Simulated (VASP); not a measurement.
# WSi₂ (MoSi2 type): computed properties

These are LDA (Ceperley-Alder, Perdew-Zunger), VASP's LDA PAW potentials (set 64) (plane waves; VASP 6.6.1) values and carry that method's errors.

```
Quantity                                                                                                   Value
----------------------------------  ----------------------------------------------------------------------------
space group                                                                                         I4/mmm (139)
cell                                a = 3.1875 Å, b = 3.1875 Å, c = 7.7826 Å, α = 90.00°, β = 90.00°, γ = 90.00°
volume per atom                                                                                   13.18 Å^3/atom
band gap (over mesh and band path)                                      none (metal, semimetal or under 0.01 eV)
density                                                                                              10.08 g/cm³
```

```cif
data_Si4W2
_chemical_formula_sum 'Si4 W2'
_space_group_name_H-M_alt 'I4/mmm'
_space_group_IT_number 139
_space_group_name_Hall '-I 4 2'
_cell_length_a 3.18755
_cell_length_b 3.18755
_cell_length_c 7.78261
_cell_angle_alpha 90.000
_cell_angle_beta 90.000
_cell_angle_gamma 90.000
loop_
_atom_site_label
_atom_site_type_symbol
_atom_site_symmetry_multiplicity
_atom_site_Wyckoff_symbol
_atom_site_fract_x
_atom_site_fract_y
_atom_site_fract_z
_atom_site_occupancy
Si1 Si 4 e 0.00000 0.00000 0.33466 1
W1 W 2 a 0.00000 0.00000 0.00000 1
```
(The calculation used a cell of 3 atoms; values per cell refer to that cell.)

Measured: a 3.214 Å (computed value off by -0.8 %), c 7.831 Å (computed value off by -0.6 %), as given by Orest Pavlosiuk et al., Physical Review B (2022), arXiv:2202.05362. The calculation is for a static lattice, while the measured a, c hold thermal and zero-point effects, which are part of the difference. Unless said otherwise, spin-orbit coupling is left out, though it shifts the bands of the heavy elements here.

The compound is WSi2 in the MoSi2 type structure. It was relaxed first. Symmetry was kept, so distortions that lower it aren't found.
